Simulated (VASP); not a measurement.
```
CELL_PARAMETERS angstrom
      0.00000     2.90339     2.90339
      2.90339     0.00000     2.90339
      2.90339     2.90339     0.00000
ATOMIC_POSITIONS crystal
  Cd 0.00000 0.00000 0.00000
  S  0.25000 0.25000 0.25000
```

The numbers are results of PBE GGA with D3 dispersion (zero damping), VASP's PBE PAW potentials (set 64) (plane waves; VASP), not measurements. Run with 520 eV cut-off, 8×8×8 Γ-centred mesh, Gaussian smearing of 0.050 eV, potentials Cd S.

Predict the energy per atom (σ→0), pressure, band gap (on the k-mesh) with the smallest direct gap where there is one.

| Property | Result |
|---|---|
| band gap (on the k-mesh) | 1.18 eV |
| smallest direct gap (on the k-mesh) | 1.18 eV |
| energy per atom (σ→0) | -3.317 eV/atom |
| pressure | 1.97 GPa |

Total energies compare only between runs with the same potentials, cut-off and functional.

The compound is CdS in the zinc blende structure, a metastable form; wurtzite is the usual one. This cell is one point of a volume scan, at 0.97 of the reference volume.
